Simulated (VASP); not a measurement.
Here is the system:

```
CELL_PARAMETERS angstrom
      0.00000     2.59948     2.50530
      2.56889     0.00000     2.50530
      2.56889     2.59948     0.00000
ATOMIC_POSITIONS crystal
  Hf 0.00000 0.00000 0.00000
  O  0.25000 0.25000 0.25000
  O  0.73512 0.76488 0.76488
```

Computed with PBE GGA, VASP's PBE PAW potentials (set 64) (plane waves; VASP). Settings: 450 eV cut-off, 7×7×7 Γ-centred mesh, Gaussian smearing of 0.050 eV, potentials Hf_pv O.

At this cut-off the stress carries a Pulay error, which pulls relaxed volumes low.

Estimate the energy per atom (σ→0), pressure, largest force.

```
Property                        Result
---------------------  ---------------
energy per atom (σ→0)  -10.061 eV/atom
pressure                     -6.79 GPa
largest force               0.737 eV/Å
```

The compound is HfO2 in the fluorite structure, the high-temperature cubic form, which is unstable at 0 K; the monoclinic form is the stable one. The cell was not relaxed at this level, atoms are displaced from their ideal sites. The run is one of a series of settings (ENCUT = 450 against the base run), some of them coarse on purpose.
